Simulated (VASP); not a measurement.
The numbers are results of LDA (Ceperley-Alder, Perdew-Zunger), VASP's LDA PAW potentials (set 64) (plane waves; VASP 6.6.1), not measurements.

Input for VASP

INCAR:
```
SYSTEM = Ga
PREC = Accurate; ENCUT = 300; LREAL = .False.
LASPH = .True.
EDIFF = 1E-6; NELM = 100; ALGO = Normal
LMAXMIX = 4
ISMEAR = -1; SIGMA = 0.1
ISIF = 2
LWAVE = .False.; LCHARG = .False.
```

**KPOINTS**
```
Regular mesh
0
G
 4 4 4
```

**POSCAR**
```
Ga
1
    2.2600000000    -3.8300000000     0.0000000000
    2.2600000000     3.8300000000     0.0000000000
    0.0000000000     0.0000000000     4.5300000000
Ga
4
Direct
  0.1549000000   0.8451000000   0.9190000000
  0.3451000000   0.6549000000   0.4190000000
  0.6549000000   0.3451000000   0.5810000000
  0.8451000000   0.1549000000   0.0810000000
```

POTCAR, in this order: Ga_d (LDA.64 set). Program: vasp_std.

The resulting files:

OSZICAR:
```
       N       E                     dE             d eps       ncg     rms          rms(c)
DAV:   1     0.293402294292E+03    0.29340E+03   -0.19371E+04  1347   0.231E+03
DAV:   2     0.178906621713E+02   -0.27551E+03   -0.27101E+03  1372   0.453E+02
DAV:   3    -0.138049808891E+02   -0.31696E+02   -0.31356E+02  1491   0.130E+02
DAV:   4    -0.146428191026E+02   -0.83784E+00   -0.83557E+00  1423   0.249E+01
DAV:   5    -0.146606810200E+02   -0.17862E-01   -0.17856E-01  1616   0.343E+00    0.250E+00
DAV:   6    -0.145221423057E+02    0.13854E+00   -0.24036E-01  1564   0.677E+00    0.133E+00
DAV:   7    -0.144825900155E+02    0.39552E-01   -0.72994E-02  1774   0.265E+00    0.289E-01
DAV:   8    -0.144800915925E+02    0.24984E-02   -0.15794E-02  1407   0.143E+00    0.464E-02
DAV:   9    -0.144801422753E+02   -0.50683E-04   -0.75389E-04  1536   0.301E-01    0.237E-02
DAV:  10    -0.144801346267E+02    0.76486E-05   -0.19389E-04  1505   0.177E-01    0.510E-03
DAV:  11    -0.144801348319E+02   -0.20515E-06   -0.33145E-05  1629   0.733E-02    0.393E-03
DAV:  12    -0.144801342399E+02    0.59201E-06   -0.56035E-06  1391   0.290E-02
   1 F= -.14480134E+02 E0= -.14463395E+02  d E =-.334784E-01
```

**OUTCAR**
```
------------------------ aborting loop because EDIFF is reached ----------------------------------------
  FORCE on cell =-STRESS in cart. coord.  units (eV):
  Direction    XX          YY          ZZ          XY          YZ          ZX
  --------------------------------------------------------------------------------------
  Total       -1.2471509     -1.5802192     -2.3506379      0.0000000      0.0000000      0.0000000
  in kB      -25.4796925    -32.2843834    -48.0242855      0.0000000      0.0000000      0.0000000
  external PRESSURE =     -35.2627871 kB  Pullay stress =       0.0000000 kB
  volume of cell :       78.42
      direct lattice vectors                 reciprocal lattice vectors
     2.260000000 -3.830000000  0.000000000     0.221238938 -0.130548303  0.000000000
     2.260000000  3.830000000  0.000000000     0.221238938  0.130548303  0.000000000
     0.000000000  0.000000000  4.530000000     0.000000000  0.000000000  0.220750552
 POSITION                                       TOTAL-FORCE (eV/Angst)
 -----------------------------------------------------------------------------------
      2.26000      2.64347      4.16307         0.000000     -0.296896     -0.060811
      2.26000      1.18653      1.89807         0.000000      0.296896     -0.060811
      2.26000     -1.18653      2.63193         0.000000     -0.296896      0.060811
      2.26000     -2.64347      0.36693         0.000000      0.296896      0.060811
 -----------------------------------------------------------------------------------
    total drift:                                0.000000     -0.000000      0.000000
  FREE ENERGIE OF THE ION-ELECTRON SYSTEM (eV)
  ---------------------------------------------------
  free  energy   TOTEN  =       -14.4801342399 eV

  energy  without entropy=      -14.4466558465  energy(sigma->0) =      -14.46339504
```
(Selected blocks of OUTCAR.)

At this cut-off the stress carries a Pulay error, which pulls relaxed volumes low.

The structure is a typed Ga crystal. The cell was not relaxed at this level. The k-mesh is coarse (spacing up to 0.40 per Å, 2π included), so the numbers may not be converged in it. The run is one of a series of settings (GGA removed, POTCAR Ga_d (LDA.64 set) against the base run), some of them coarse on purpose.
